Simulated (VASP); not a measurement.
Data:

```xyz
2
Lattice="1.8453 -3.1962 0.0000 1.8453 3.1962 0.0000 0.0000 0.0000 5.6896" Properties=species:S:1:pos:R:3 pbc="T T T"
Tb     1.8453     1.0654     1.4224
Tb     1.8453    -1.0654     4.2672
```

Calculation: revPBE GGA, VASP's PBE PAW potentials (set 64) (plane waves; VASP 6.6.1). Numerical set-up: 520 eV cut-off, 10×10×6 Γ-centred mesh, first-order Methfessel-Paxton smearing of 0.10 eV, potentials Tb_3.

The 4f electrons are frozen in the core of the lanthanide potential, so 4f levels, which can set the real gap, and their magnetism are missing.

### Question
What does the run give for the energy per atom (σ→0), band gap (on the k-mesh) with the smallest direct gap where there is one?

### Answer

| Item | Result |
|---|---|
| band gap (on the k-mesh) | none (metal, semimetal or under 0.01 eV) |
| energy per atom (σ→0) | -4278 meV/atom |

Only differences to runs with the same potentials and settings are physical.

The compound is Tb in the hcp structure. It was relaxed first, which changed the volume by +5 %. The start is the result of an earlier pass.
